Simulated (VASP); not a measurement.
Calculation: PBEsol GGA, VASP's PBE PAW potentials (set 64) (plane waves; VASP).

VASP input:

**INCAR**
```
! general
SYSTEM  = Al2Cu
PREC    = Accurate
ENCUT   = 400
LREAL   = .FALSE.
LASPH   = .TRUE.

! electronic loop
EDIFF   = 1E-8
NELM    = 100
ALGO    = Normal
LMAXMIX = 4

! smearing
ISMEAR  = 1
SIGMA   = 0.1

! functional
GGA     = PS

! ions
IBRION  = 1
NSW     = 30
ISIF    = 2
EDIFFG  = -0.001

! output
LWAVE   = .FALSE.
LCHARG  = .FALSE.
```

### KPOINTS
```
Automatic mesh
0
Gamma
7 7 7
0 0 0
```

File POSCAR:
```
Al2Cu
1.0
 -3.0115414202   3.0115414202   2.3874385461
  3.0115414202  -3.0115414202   2.3874385461
  3.0115414202   3.0115414202  -2.3874385461
Al Cu
4 2
Cart
  0.9522712238   3.9638126440   0.0000000002
  2.0592701961   0.9522712241   0.0000000000
  0.9522712241   2.0592701961   2.3874385461
  2.0592701964  -0.9522712238   2.3874385459
  0.0000000000  -0.0000000000   3.5811578191
  0.0000000000   0.0000000000   1.1937192730
```

POTCAR, in this order: Al Cu (PBE.64 set). Program: vasp_std.

The run wrote:

File OSZICAR:
```
       N       E                     dE             d eps       ncg     rms          rms(c)
DAV:   1     0.173337980969E+03    0.17334E+03   -0.11770E+04  1680   0.148E+03
DAV:   2    -0.200632384434E+02   -0.19340E+03   -0.18679E+03  1680   0.315E+02
DAV:   3    -0.309691157060E+02   -0.10906E+02   -0.10337E+02  2342   0.970E+01
DAV:   4    -0.312831420559E+02   -0.31403E+00   -0.31230E+00  2602   0.145E+01
DAV:   5    -0.312885801510E+02   -0.54381E-02   -0.54386E-02  2432   0.179E+00    0.228E+01
DAV:   6    -0.371038652466E+02   -0.58153E+01   -0.18478E+02  2139   0.358E+02    0.190E+01
DAV:   7    -0.266414655148E+02    0.10462E+02   -0.41113E+01  2125   0.132E+02    0.499E+00
DAV:   8    -0.260318667733E+02    0.60960E+00   -0.40885E+00  2652   0.444E+01    0.102E+00
DAV:   9    -0.260098034438E+02    0.22063E-01   -0.29192E-01  2687   0.632E+00    0.665E-01
DAV:  10    -0.260152447875E+02   -0.54413E-02   -0.14739E-02  2679   0.243E+00    0.766E-01
DAV:  11    -0.260043288287E+02    0.10916E-01   -0.56915E-02  2625   0.640E+00    0.104E-01
DAV:  12    -0.260045994936E+02   -0.27066E-03   -0.28791E-03  1960   0.382E-01    0.676E-02
DAV:  13    -0.260045755392E+02    0.23954E-04   -0.81894E-05  2667   0.145E-01    0.505E-02
DAV:  14    -0.260045320278E+02    0.43511E-04   -0.11182E-04  2690   0.276E-01    0.162E-02
DAV:  15    -0.260045305736E+02    0.14541E-05   -0.38609E-05  2685   0.136E-01    0.698E-03
DAV:  16    -0.260045303722E+02    0.20143E-06   -0.12648E-06  2655   0.154E-02    0.583E-03
DAV:  17    -0.260045302349E+02    0.13732E-06   -0.12337E-07  2617   0.794E-03    0.444E-03
DAV:  18    -0.260045301058E+02    0.12906E-06   -0.62441E-07  2670   0.202E-02    0.184E-03
DAV:  19    -0.260045301117E+02   -0.58531E-08   -0.18478E-07  2700   0.883E-03    0.151E-03
DAV:  20    -0.260045300734E+02    0.38223E-07   -0.34374E-09  1165   0.996E-04    0.418E-04
DAV:  21    -0.260045300620E+02    0.11429E-07   -0.33306E-09  1085   0.113E-03    0.164E-04
DAV:  22    -0.260045300631E+02   -0.10527E-08   -0.24980E-09  1020   0.135E-03
   1 F= -.26004530E+02 E0= -.26004329E+02  d E =-.260045E+02
       N       E                     dE             d eps       ncg     rms          rms(c)
DAV:   1    -0.260045326596E+02   -0.25976E-05   -0.20568E-05  1816   0.268E-02    0.117E-03
DAV:   2    -0.260045326844E+02   -0.24817E-07   -0.81414E-07  2304   0.855E-03    0.759E-04
DAV:   3    -0.260045326859E+02   -0.14566E-08   -0.11455E-07  2562   0.716E-03    0.572E-04
DAV:   4    -0.260045326836E+02    0.22283E-08   -0.32171E-08  1634   0.492E-03
   2 F= -.26004533E+02 E0= -.26004332E+02  d E =-.262057E-05
       N       E                     dE             d eps       ncg     rms          rms(c)
DAV:   1    -0.260045342200E+02   -0.15341E-05   -0.47699E-05  1799   0.408E-02    0.178E-03
DAV:   2    -0.260045342682E+02   -0.48256E-07   -0.18506E-06  2277   0.123E-02    0.110E-03
DAV:   3    -0.260045342635E+02    0.47285E-08   -0.24746E-07  2636   0.967E-03    0.823E-04
DAV:   4    -0.260045342604E+02    0.30418E-08   -0.73779E-08  2227   0.710E-03
   3 F= -.26004534E+02 E0= -.26004334E+02  d E =-.157680E-05
```

OUTCAR:
```
------------------------ aborting loop because EDIFF is reached ----------------------------------------
  FORCE on cell =-STRESS in cart. coord.  units (eV):
  Direction    XX          YY          ZZ          XY          YZ          ZX
  --------------------------------------------------------------------------------------
  Total       -0.6028182     -0.6028182      1.6321734      0.0000000      0.0000000      0.0000000
  in kB      -11.1513393    -11.1513393     30.1930503      0.0000000      0.0000000      0.0000000
  external PRESSURE =       2.6301239 kB  Pullay stress =       0.0000000 kB
  volume of cell :       86.61
      direct lattice vectors                 reciprocal lattice vectors
    -3.011541420  3.011541420  2.387438546     0.000000000  0.166027934  0.209429474
     3.011541420 -3.011541420  2.387438546     0.166027934  0.000000000  0.209429474
     3.011541420  3.011541420 -2.387438546     0.166027934  0.166027934  0.000000000
 POSITION                                       TOTAL-FORCE (eV/Angst)
 -----------------------------------------------------------------------------------
      0.95262      3.96416      0.00000        -0.000020     -0.000020     -0.000000
      2.05892      0.95262      0.00000         0.000020     -0.000020      0.000000
      0.95262      2.05892      2.38744        -0.000020      0.000020     -0.000000
      2.05892     -0.95262      2.38744         0.000020      0.000020      0.000000
     -0.00000     -0.00000      3.58116         0.000000     -0.000000      0.000000
     -0.00000     -0.00000      1.19372         0.000000      0.000000      0.000000
 -----------------------------------------------------------------------------------
    total drift:                               -0.000000     -0.000000      0.000000
  FREE ENERGIE OF THE ION-ELECTRON SYSTEM (eV)
  ---------------------------------------------------
  free  energy   TOTEN  =       -26.0045342604 eV

  energy  without entropy=      -26.0039334654  energy(sigma->0) =      -26.00433400

 reached required accuracy - stopping structural energy minimisation
```
(Selected blocks of OUTCAR.)

CONTCAR:
```
Al2Cu
   1.00000000000000
    -3.0115414201999999    3.0115414201999999    2.3874385460999998
     3.0115414201999999   -3.0115414201999999    2.3874385460999998
     3.0115414201999999    3.0115414201999999   -2.3874385460999998
  Al              Cu
     4     2
Direct
     0.6581616419041550    0.1581616419041550    0.8163232837083153
     0.1581616419041550    0.3418383580958450    0.5000000000000000
     0.8418383580958450    0.6581616419041550    0.5000000000000000
     0.3418383580958450    0.8418383580958450    0.1836767162916846
     0.7500000000000000    0.7500000000000000   -0.0000000000000000
     0.2500000000000000    0.2500000000000000   -0.0000000000000000
```

The compound is Al2Cu in the sg140 structure. This run relaxes the ions in a fixed cell. Symmetry was kept, so distortions that lower it aren't found. The start is the result of an earlier pass.
